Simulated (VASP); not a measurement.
A VASP calculation is set up with these files.

KPOINTS:
```
Regular mesh
0
gamma
9 9 9
```

### INCAR
```
! general
SYSTEM  = Pt3Ti
PREC    = Accurate
ENCUT   = 520
LREAL   = .FALSE.   ! projection in real space or not
LASPH   = .TRUE.

! electronic loop
EDIFF   = 1E-7   ! SCF stop (eV)
NELM    = 100
ALGO    = Normal
LMAXMIX = 6   ! l cut-off of mixed one-centre charges

! smearing
ISMEAR  = -5   ! tetrahedra, Bloechl

! functional
GGA     = PE
IVDW    = 11   ! D3, zero damping

! ions
ISIF    = 2   ! forces and stress, cell fixed

! output
LWAVE   = .FALSE.
LCHARG  = .TRUE.
LORBIT  = 11
NEDOS   = 601

! other
LEFG    = .TRUE.
```

**POSCAR**
```
Pt3Ti
1.0
  3.8951547026   0.0000000000   0.0000000000
  0.0000000000   3.8951547026   0.0000000000
  0.0000000000   0.0000000000   3.8951547026
Ti Pt
1 3
Direct
  0.0000000000   0.0000000000   0.0000000000
  0.0000000000   0.5000000000   0.5000000000
  0.5000000000   0.0000000000   0.5000000000
  0.5000000000   0.5000000000   0.0000000000
```

POTCAR, in this order: Ti_sv Pt (PBE.64 set). Program: vasp_std.

Write an equivalent input for Quantum ESPRESSO's pw.x.

One equivalent input (not run):
```
&CONTROL
  calculation = 'scf'
  pseudo_dir = './pseudo'
  outdir = './out'
  tprnfor = .true.
  tstress = .true.
/
&SYSTEM
  ibrav = 0
  nat = 4
  ntyp = 2
  ecutwfc = 84
  occupations = 'tetrahedra'
  input_dft = 'pbe'
  vdw_corr = 'grimme-d3'
  dftd3_version = 3
  dftd3_threebody = .false.
/
&ELECTRONS
  conv_thr = 7.3e-09
  electron_maxstep = 100
/
ATOMIC_SPECIES
  Ti 47.867 Ti.upf
  Pt 195.084 Pt.upf
CELL_PARAMETERS angstrom
     3.8951547    0.0000000    0.0000000
     0.0000000    3.8951547    0.0000000
     0.0000000    0.0000000    3.8951547
ATOMIC_POSITIONS crystal
  Ti   0.0000000  0.0000000  0.0000000
  Pt   0.0000000  0.5000000  0.5000000
  Pt   0.5000000  0.0000000  0.5000000
  Pt   0.5000000  0.5000000  0.0000000
K_POINTS automatic
  9 9 9 0 0 0
```
Limits of the translation: the potentials are each code's own (VASP's PAW set, PseudoDojo norm-conserving files in pw.x), so ENCUT and ecutwfc are chosen apart and not converted; conv_thr bounds pw.x's estimated SCF error, while EDIFF bounds the energy change between steps; the field gradients of LEFG aren't asked of the other code.

The compound is Pt3Ti in the L1_2 structure. It was relaxed first.
